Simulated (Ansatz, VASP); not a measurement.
## BN (Qingsongite) in two plane-wave programs

One calculation is typed for both programs; each brings its own data sets and cutoff. How far apart do they land? The cell is taken from a series of runs on this material, whose earlier steps may have relaxed or scaled it; both programs get it as it stands.

Calculated with Ansatz 0.2.0; plane waves, with VASP 6.6.1 beside it; single point at r2SCAN and single point at PBE.

## (1) The starting structure

It takes space group F-43m (No. 216, cubic). Conventional cell: a = 3.541 Å, b = 3.541 Å, c = 3.541 Å, α = 90.00°, β = 90.00°, γ = 90.00°. N has 4 B at 1.53 Å nearest. B has 4 N at 1.53 Å nearest. Farther neighbours and most contacts between anions are not listed.

Coordinates:

```xyz
2
Lattice="0.0000 1.7706 1.7706 1.7706 0.0000 1.7706 1.7706 1.7706 0.0000" Properties=species:S:1:pos:R:3 pbc="T T T"
N     2.6559    2.6559    2.6559
B     0.0000    0.0000    0.0000
```

## (2) VASP: single point, r2SCAN

A single point gives forces, pressure and levels at one fixed geometry, so differences don't come from the geometry; what else differs is listed under the comparison.

Lines of VASP's logs that name or quote its potential files are left out, and so is its time.

Contents of INCAR:

```
SYSTEM = BN
PREC = Accurate
ENCUT = 1210
EDIFF = 1E-06
NELM = 100
ISMEAR = 0
SIGMA = 0.05
LREAL = .FALSE.
ALGO = Normal
METAGGA = R2SCAN
LASPH = .TRUE.
NBANDS = 10
LORBIT = 11
LWAVE = .FALSE.
LCHARG = .FALSE.
KPAR = 2
ISIF = 2
```

Contents of POSCAR:

```
BN
1.0
    0.0000000000      1.7706018915      1.7706018915
    1.7706018915      0.0000000000      1.7706018915
    1.7706018915      1.7706018915      0.0000000000
N B
1 1
Direct
    0.7500000000      0.7500000000      0.7500000000
    0.0000000000      0.0000000000      0.0000000000
```

Contents of KPOINTS:

```
Automatic mesh
0
Gamma
6 6 6
0 0 0
```

Potentials, in the order of the species: N_h and B_h (PBE family, release 64).

On the command line:

```console
> mpirun -np 2 vasp_std
```

Numbers of over 12 decimals in the logs are rounded to 6 here.

The log of the run:

```text
[banner, memory and clock lines left out]
running    2 mpi-ranks, on    1 nodes
 distrk:  each k-point on    1 cores,    2 groups
 distr:  one band on    1 cores,    1 groups

 POSCAR found type information on POSCAR N B
 POSCAR found :  2 types and       2 ions
|                                                                             |
|               ----> ADVICE to this user running VASP <----                  |
|                                                                             |
|     You enforced a specific xc type in the INCAR file but a different       |
|     [... a line on the potential file left out ...]
|     I HOPE YOU KNOW WHAT YOU ARE DOING!                                     |
|                                                                             |

 LDA part: xc-table for (None), standard interpolation
 POSCAR, INCAR and KPOINTS ok, starting setup
 FFT: planning ... GRIDC
 FFT: planning ... GRID_SOFT
 FFT: planning ... GRID
 WAVECAR not read
 entering main loop
       N       E                     dE             d eps       ncg     rms          rms(c)
DAV:   1     0.232733539404E+02    0.23273E+02   -0.78210E+03   320   0.153E+03
DAV:   2    -0.207138652510E+02   -0.43987E+02   -0.41254E+02   458   0.220E+02
DAV:   3    -0.221849068950E+02   -0.14710E+01   -0.14686E+01   396   0.365E+01
DAV:   4    -0.221890125134E+02   -0.41056E-02   -0.41051E-02   360   0.223E+00
DAV:   5    -0.221890282861E+02   -0.15773E-04   -0.15772E-04   370   0.140E-01    0.634E+00
DAV:   6    -0.191188133662E+02    0.30702E+01   -0.31513E+00   334   0.135E+01    0.254E+00
DAV:   7    -0.191507476194E+02   -0.31934E-01   -0.18494E-01   380   0.401E+00    0.132E+00
DAV:   8    -0.191489994091E+02    0.17482E-02   -0.38805E-02   356   0.188E+00    0.129E-01
DAV:   9    -0.191489098257E+02    0.89583E-04   -0.78600E-04   370   0.278E-01    0.640E-02
DAV:  10    -0.191490106409E+02   -0.10082E-03   -0.10302E-04   340   0.132E-01    0.680E-03
DAV:  11    -0.191490108953E+02   -0.25441E-06   -0.23739E-06   406   0.116E-02
   1 F= -.19149011E+02 E0= -.19149011E+02  d E =-.396342E-13
```

OUTCAR, selected parts (step 2):

```text
ion  position               nearest neighbor table
   1  0.750  0.750  0.750-
   2  0.000  0.000  0.000-

  LATTYP: Found a face centered cubic cell.
 ALAT       =     3.5412037830

 Subroutine GETGRP returns: Found 24 space group operations
 (whereof 24 operations were pure point group operations)

The static configuration has the point symmetry T_d .

 Found     16 irreducible k-points:

   k-points           NKPTS =     16   k-points in BZ     NKDIM =     16   number of bands    NBANDS=     10

   dimension x,y,z NGX =    28 NGY =   28 NGZ =   28
   dimension x,y,z NGXF=    56 NGYF=   56 NGZF=   56

   ENCUT  = 1210.0 eV  88.93 Ry    9.43 a.u.   7.10  7.10  7.10*2*pi/ulx,y,z

   NELECT =       8.0000    total number of electrons

 k-points in reciprocal lattice and weights: Automatic mesh
   0.00000000  0.00000000  0.00000000       0.005
   0.16666667  0.00000000  0.00000000       0.037
   0.33333333  0.00000000  0.00000000       0.037
   0.50000000  0.00000000  0.00000000       0.019
   0.16666667  0.16666667  0.00000000       0.028
   0.33333333  0.16666667  0.00000000       0.111
   0.50000000  0.16666667  0.00000000       0.111
  -0.33333333  0.16666667  0.00000000       0.111
  -0.16666667  0.16666667  0.00000000       0.056
[...]
-0.33333333  0.33333333  0.16666667       0.111
  -0.33333333  0.50000000  0.16666667       0.056

 average (electrostatic) potential at core
       1 -89.7879       2 -74.1746

 E-fermi :  10.0520

 k-point     1 :       0.0000    0.0000    0.0000
  band No.  band energies     occupation
      1     -12.2060      2.00000
      2       9.8121      2.00000
      3       9.8121      2.00000
      4       9.8121      2.00000
      5      19.6689      0.00000
      6      19.6689      0.00000
      7      19.6689      0.00000
      8      21.9616      0.00000
      9      37.2001      0.00000
    ...

 k-point     2 :       0.1667    0.0000    0.0000
  band No.  band energies     occupation
      1     -11.4776      2.00000
      2       6.5351      2.00000
      3       9.1300      2.00000
      4       9.1300      2.00000
      5      20.4409      0.00000
      6      20.6867      0.00000
      7      20.6867      0.00000
      8      23.8539      0.00000
      9      35.4284      0.00000
    ...

 k-point     3 :       0.3333    0.0000    0.0000
  band No.  band energies     occupation
      1      -9.4486      2.00000
      2       1.2332      2.00000
      3       8.0958      2.00000
      4       8.0958      2.00000
      5      21.1687      0.00000
      6      21.6498      0.00000
      7      21.6498      0.00000
      8      26.2112      0.00000
      9      35.3190      0.00000
    ...

  Total        1.6958115      1.6958115      1.6958115      0.0000000      0.0000000      0.0000000
  in kB      244.7346130    244.7346130    244.7346130      0.0000000      0.0000000      0.0000000
  external PRESSURE =     244.7346130 kB  Pullay stress =       0.0000000 kB

  energy-cutoff  :     1210.00
  volume of cell :       11.10
      direct lattice vectors                 reciprocal lattice vectors
     0.000000000  1.770601891  1.770601891    -0.282389849  0.282389849  0.282389849
     1.770601891  0.000000000  1.770601891     0.282389849 -0.282389849  0.282389849
     1.770601891  1.770601891  0.000000000     0.282389849  0.282389849 -0.282389849

 POSITION                                       TOTAL-FORCE (eV/Angst)
 -----------------------------------------------------------------------------------
      2.65590      2.65590      2.65590        -0.000000     -0.000000     -0.000000
      0.00000      0.00000      0.00000         0.000000      0.000000      0.000000
 -----------------------------------------------------------------------------------
    total drift:                               -0.000001     -0.000001     -0.000001

  FREE ENERGIE OF THE ION-ELECTRON SYSTEM (eV)
  ---------------------------------------------------
  free  energy   TOTEN  =       -19.1490108953 eV

  energy  without entropy=      -19.1490108953  energy(sigma->0) =      -19.14901090

 total charge
# of ion       s       p       d       tot
------------------------------------------
    1        0.698   1.661   0.000   2.359
    2        0.184   0.421   0.000   0.605
--------------------------------------------------
tot          0.883   2.081   0.000   2.964

[... 3 further parts left out ...]
```

The run ends at a pressure of 24.47 GPa.

## (3) Ansatz: single point, r2SCAN

Ansatz runs on its default PAW (the set named soft_2) files.

The same cell, functional, mesh and smearing now go to Ansatz, which takes its cutoff from its data sets.

Contents of input.yaml:

```yaml
crystal:
  lattice:
    - [0.0, 1.7706018915, 1.7706018915]
    - [1.7706018915, 0.0, 1.7706018915]
    - [1.7706018915, 1.7706018915, 0.0]
  atoms:
    - { symbol: "N", position: [0.75, 0.75, 0.75] }
    - { symbol: B, position: [0.0, 0.0, 0.0] }
hamiltonian:
  xc: r2scan
  pseudopotentials: { kind: paw }
kpoints:
  mp_grid: { grid: [6, 6, 6] }
scf:
  occupations: { method: gaussian, width: 0.05 }
  n_extra_bands: 4
output:
  forces: true
  stress: true
  eigenvalues: true
  write_density: true
  write_potential: true
  elf: true
  volumetric_format: npy
```

On the command line:

```console
> ansatz run input.yaml --threads 2 --pin off --max-ram 4608MiB --backend cpu --events-out ev --progress --plain --runs-dir out
```

The log of the run:

```text
scf.n_extra_bands = 4 over 4 filled bands (N_el = 8.0): the run solves 8 bands
Engine: ansatz 0.2.0, aarch64-unknown-linux-gnu
Pseudopotentials: kind: paw
Pseudopotential: N, paw, valence charge 5, recommended cutoff 500 eV (meta_gga), N.paw.azcp
Pseudopotential: B, paw, valence charge 3, recommended cutoff 500 eV (meta_gga), B.paw.azcp
Functional definition: r2SCAN
  parameter k0 = 0.174
  parameter k1 = 0.065
  parameter a1 = 4.9479
  exchange = r2scan_x(k0 = k0, k1 = k1, a1 = a1)
  correlation = r2scan_c
Crystal: 2 atoms, lattice volume = 11.102 Å³
Basis set: ecut = 500 eV, 283 PW (Γ), exchange–correlation on 80×80×80 points (64 copies of the dense FFT grid, shifted against one another)
Bands: 8, of which v1, the nominal top of the filled ones, is band 4 counted from 1 (3 counted from 0)
Symmetry: 24 space group operations
Space group: F-43m (ITA 216), of the structure as read, at distance tolerance 2.2e-5 Å
k-points: 16 of 216 (time reversal used)
Non-local potential: N, projectors of the file, l = 0: 2, l = 1: 2, l = 2: 1
Non-local potential: B, projectors of the file, l = 0: 2, l = 1: 2, l = 2: 1
PAW form: soft (Blöchl's): semilocal exchange-correlation on the pseudo side does not see the compensation charge
PAW frozen core: N, regenerated for the run's functional (the file was generated under x = pbe(κ = 0.804, μ = 0.219515), c = pbe(β = 0.066725))
PAW frozen core: B, regenerated for the run's functional (the file was generated under x = pbe(κ = 0.804, μ = 0.219515), c = pbe(β = 0.066725))
PAW one-centre angular grid: N, 302 points (default); XC on 160 Gauss nodes
PAW one-centre angular grid: B, 302 points (default); XC on 160 Gauss nodes
Initial density: superposition of atomic densities (neutral atoms: chi_scale 0, normalization atom), corrected by the library's trained network
Initial wavefunctions: pseudopotential atomic-orbital guess
Functional: x = r2scan, c = r2scan; τ floored in thin density (d = 2e-4 eV/Å³)
SCF iter   1: F=—  HF=-543.852622 eV  |F-HF|=—  |Δ(HF+E_count)|=         —  Δρ=1.13e-2  dr2=9.83e-3  dr2_τ=3.83e-1  ethr=1.77e-3  ⟨swp⟩=4.6  Hψ=846  notcnv=0
preconditioner: auto → none  [insulator: Δε(μ)=4.992 eV  Ē_g=22.250 eV  σ=0.050 eV  W_gap=1.00  n_scr=0 (ndim 8)  ℏωp=31.5 eV  f_vac=0.000  D(μ)=0.00/eV (n_scr^D=0)  ε∞_Penn≈3.0]
SCF iter   2: F=—  HF=-543.953285 eV  |F-HF|=—  |Δ(HF+E_count)|=   1.01e-1  Δρ=6.85e-3  dr2=2.04e-3  dr2_τ=1.60e-4  ethr=1.23e-4  ⟨swp⟩=2.0  Hψ=384  notcnv=0
SCF iter   3: F=—  HF=-543.953490 eV  |F-HF|=—  |Δ(HF+E_count)|=   2.05e-4  Δρ=7.61e-4  dr2=2.31e-5  dr2_τ=2.38e-5  ethr=2.55e-5  ⟨swp⟩=2.9  Hψ=215  notcnv=0
SCF iter   4: F=—  HF=-543.953496 eV  |F-HF|=—  |Δ(HF+E_count)|=   6.70e-6  Δρ=1.07e-4  dr2=4.55e-7  dr2_τ=7.08e-8  ethr=2.89e-7  ⟨swp⟩=1.4  Hψ=134  notcnv=0
iter 5 did not close the SCF: its close was put off for the readings that it lacked (scf_convergence_deferred on its scf_iter line)
SCF iter   5: F=-543.953497 eV  HF=-543.953497 eV  |F-HF|=2.48e-8  |Δ(HF+E_count)|=   3.87e-7  Δρ=2.73e-5  dr2=5.99e-8  dr2_τ=3.87e-9  ethr=5.69e-9  ⟨swp⟩=2.4  Hψ=191  notcnv=0
SCF iter   6: F=-543.953497 eV  HF=-543.953497 eV  |F-HF|=1.49e-9  |Δ(HF+E_count)|=   2.73e-9  Δρ=8.85e-6  dr2=4.44e-9  dr2_τ=3.70e-10  ethr=7.49e-10  ⟨swp⟩=5.6  Hψ=678  notcnv=0
SCF 1 converged in 6 iterations: F = -543.953497 eV  dr2 = 4.44e-9
  greatest PAW one-centre occupation: 0.802 electrons in one spin orbital (limit 2), on the N atom at site 0 (counted from 0), in its partial waves of l = 0
SCF converged after 6 iterations
Free energy (F): -543.953497 eV
Harris-Foulkes:  -543.953497 eV  (|F-HF|=1.49e-9)
Internal energy: -543.953497 eV  (E = F + TS)
E sigma→0 (E₀):  -543.953497 eV
Fermi energy:    14.569674 eV
--- Per-component energies (eV) ---
  E_band       = 27.520135
  E_kinetic    = 189.771528
  E_local      = -169.257329  (includes V_loc(G=0)·N_el)
  E_nonlocal   = 56.443618
  E_hartree    = 48.090220
  E_xc         = -93.235742
  E_vxc        = -129.074703  (∫ρ·V_xc dr)
  E_paw        = -209.864671  (= ΣΔE_a)
  E_vpaw       = -23.590638  (= ΣTr[D̂ρ^β])
  E_aug_tail   = 0.000023  (compensation charges beyond the density's cutoff)
  E_vtau       = 7.046683  (kinetic-family band-sum trace: ∫τ·v_τ [+ j·A + Jᵃ·Aᵃ] dr)
  E_ewald      = -365.853136
  E_core_change = -0.048007  (= ΣΔE_core)
  E_smearing   = -0.000000  (= −TS)
  E_closure    = 0.000000  (closes the sum)
  Σ components = -543.953497   (vs F -543.953497, Δ=0.00e0)
--- Forces (eV/Å), atoms counted from 1 ---
  atom   1  N      0.00000000     0.00000000     0.00000000
  atom   2  B     -0.00000000     0.00000000     0.00000000
  max |Σ_I F_I| component: 6.48e-16 eV/Å
--- Stress (GPa, compression-positive) ---
       25.055384       0.000000      -0.000000
        0.000000      25.055384       0.000000
       -0.000000       0.000000      25.055384
  P = ⅓ Tr σ = 25.0554 GPa (250.554 kbar)
--- Band table (eV; the first three rows and the last of 16) ---
  k-point 0: bands = ["-9.9893", "12.0330", "12.0330", "12.0330", "21.9063", "21.9063", "21.9063", "24.1339"]
  k-point 1: bands = ["-9.2611", "8.7536", "11.3506", "11.3506", "22.6579", "22.9222", "22.9222", "26.0510"]
  k-point 2: bands = ["-7.2326", "3.4504", "10.3149", "10.3149", "23.3763", "23.8877", "23.8877", "28.4218"]
  k-point 15: bands = ["-3.6363", "3.0882", "5.2191", "5.2913", "20.7031", "25.3231", "29.0499", "30.9191"]
```

In the SCF lines HF is the Harris–Foulkes energy and dr2 the Hartree energy of the density residual, in eV; the loop may stop once dr2 is under the threshold and the program's other checks hold. Hψ counts applications of the Hamiltonian.

The run ends at a pressure of 25.06 GPa.

## (4) Side by side

Known differences besides the PAW data sets themselves: VASP keeps PBE cores, Ansatz makes them for the functional; the cutoff is 500 eV in Ansatz and 1210 eV in VASP. Total energies have different zeros and are not compared.

Both answers:

| quantity | Ansatz | VASP | difference |
| --- | --- | --- | --- |
| pressure (GPa) | 25.06 | 24.47 | +0.58 |
| gap on the k mesh (eV) | 5.073 | 5.068 | +0.006 |

Ansatz's pressure holds a Pulay correction of 0.08 GPa; VASP's holds none.

## (5) VASP: single point, PBE

With cell and atoms fixed, the geometry can't cause a difference; cores, projectors, grids and the points listed under the comparison can. The cell compared in this pair holds 11.81 Å³, against 11.10 Å³ for the pair before.

INCAR: that of step 2 with these lines changed.

```diff
@@ -9,4 +9,3 @@
 ALGO = Normal
-METAGGA = R2SCAN
-LASPH = .TRUE.
+GGA = PE
 NBANDS = 10
```

Contents of POSCAR:

```
BN
1.0
    0.0000000000      1.8075000000      1.8075000000
    1.8075000000      0.0000000000      1.8075000000
    1.8075000000      1.8075000000      0.0000000000
N B
1 1
Direct
    0.7500000000      0.7500000000      0.7500000000
    0.0000000000      0.0000000000      0.0000000000
```

KPOINTS is that of step 2.

On the command line:

```console
> mpirun -np 2 vasp_std
```

The log of the run:

```text
[banner, memory and clock lines left out]
running    2 mpi-ranks, on    1 nodes
[...]
LDA part: xc-table for (Slater+PW92), standard interpolation
 POSCAR, INCAR and KPOINTS ok, starting setup
[...]
entering main loop
       N       E                     dE             d eps       ncg     rms          rms(c)
DAV:   1     0.261688097153E+02    0.26169E+02   -0.72906E+03   320   0.148E+03
DAV:   2    -0.168042654841E+02   -0.42973E+02   -0.41087E+02   442   0.209E+02
DAV:   3    -0.183971928542E+02   -0.15929E+01   -0.15900E+01   374   0.373E+01
DAV:   4    -0.184025882569E+02   -0.53954E-02   -0.53948E-02   372   0.245E+00
[...]
DAV:  10    -0.174649616828E+02   -0.45224E-04   -0.22692E-04   354   0.140E-01    0.129E-02
DAV:  11    -0.174649677197E+02   -0.60368E-05   -0.24180E-05   374   0.462E-02    0.742E-03
DAV:  12    -0.174649680195E+02   -0.29986E-06   -0.30307E-06   312   0.159E-02
   1 F= -.17464968E+02 E0= -.17464968E+02  d E =-.110731E-14
```

Parts of OUTCAR (step 5):

```text
  Total        0.2088446      0.2088446      0.2088446      0.0000000      0.0000000      0.0000000
  in kB       28.3314582     28.3314582     28.3314582      0.0000000      0.0000000      0.0000000
  external PRESSURE =      28.3314582 kB  Pullay stress =       0.0000000 kB

 POSITION                                       TOTAL-FORCE (eV/Angst)
 -----------------------------------------------------------------------------------
      2.71125      2.71125      2.71125         0.000000     -0.000000      0.000000
      0.00000      0.00000      0.00000        -0.000000      0.000000     -0.000000
 -----------------------------------------------------------------------------------
    total drift:                                0.000000      0.000000      0.000000

  FREE ENERGIE OF THE ION-ELECTRON SYSTEM (eV)
  ---------------------------------------------------
  free  energy   TOTEN  =       -17.4649680195 eV

  energy  without entropy=      -17.4649680195  energy(sigma->0) =      -17.46496802

[... 1 part as in an earlier step ...]

[... 2 further parts left out ...]
[key lines of the parts left out:]
E-fermi :   9.3636
```

The run ends at a pressure of 2.83 GPa.

## (6) Ansatz: single point, PBE

The same cell, functional, mesh and smearing now go to Ansatz, which takes its cutoff from its data sets.

The cell is taken from a series of runs on this material, whose earlier steps may have relaxed or scaled it; both programs get it as it stands.

input.yaml, the sections that differ from step 3:

```yaml
crystal:
  lattice:
    - [0.0, 1.8075, 1.8075]
    - [1.8075, 0.0, 1.8075]
    - [1.8075, 1.8075, 0.0]
  atoms:
    - { symbol: "N", position: [0.75, 0.75, 0.75] }
    - { symbol: B, position: [0.0, 0.0, 0.0] }
hamiltonian:
  xc: pbe
  pseudopotentials: { kind: paw }
output:
  forces: true
  stress: true
  eigenvalues: true
# kpoints, scf: as in step 3
```

On the command line:

```console
> ansatz run input.yaml --threads 2 --pin off --max-ram 4608MiB --backend cpu --events-out ev --progress --plain --runs-dir out
```

The log of the run:

```text
[...]
Crystal: 2 atoms, lattice volume = 11.810 Å³
Basis set: ecut = 420 eV, 259 PW (Γ), exchange–correlation on 36×36×36 points (8 copies of the dense FFT grid, shifted against one another)
Bands: 8, of which v1, the nominal top of the filled ones, is band 4 counted from 1 (3 counted from 0)
Symmetry: 24 space group operations
[...]
k-points: 16 of 216 (time reversal used)
[...]
Free energy (F): -542.270940 eV
[...]
Internal energy: -542.270940 eV  (E = F + TS)
E sigma→0 (E₀):  -542.270940 eV
Fermi energy:    13.417341 eV
[...]
--- Stress (GPa, compression-positive) ---
        3.082440       0.000000       0.000000
        0.000000       3.082440       0.000000
       -0.000000       0.000000       3.082440
  P = ⅓ Tr σ = 3.0824 GPa (30.824 kbar)
--- Band table (eV; the first three rows and the last of 16) ---
[...]
[key lines of the parts left out:]
SCF converged after 6 iterations
```

The run ends at a pressure of 3.08 GPa.

## (7) Differences

What differs besides the data sets and the points named for the pairs above, as far as they apply: the cutoff is 420 eV in Ansatz and 1210 eV in VASP; VASP leaves aspherical gradient terms in its spheres out (LASPH is not set), Ansatz keeps them. Total energies have different zeros and are not compared.

The two programs side by side:

| quantity | Ansatz | VASP | difference |
| --- | --- | --- | --- |
| pressure (GPa) | 3.08 | 2.83 | +0.25 |
| gap on the k mesh (eV) | 4.470 | 4.466 | +0.004 |

Ansatz's pressure holds a Pulay correction of 1.10 GPa; VASP's holds none.

## (8) What came out

```
difference in gap on the k mesh (single point, r2SCAN) : 0.0057 eV
difference in pressure (single point, r2SCAN)          : 0.58 GPa
difference in gap on the k mesh (single point, PBE)    : 0.0039 eV
```

**Reading.** The difference in pressure is 0.58 GPa (single point, r2SCAN), within the 1 GPa picked in this series as the mark of a large difference. How closely two codes agree says nothing of how well the functional describes the real material.

[Lines on the potential files, build, host, timing and source positions are cut from VASP's logs without a mark.]

[Logs are printed without paths, hosts, clocks, repeated set-up lines and the standing remarks that a program may print on its own settings, such as how far it seeks lower states.]

[Hosts, paths, dates, database ids (printed as entryN), source tags and the programs' standing remarks are cut or masked in the printed files.]
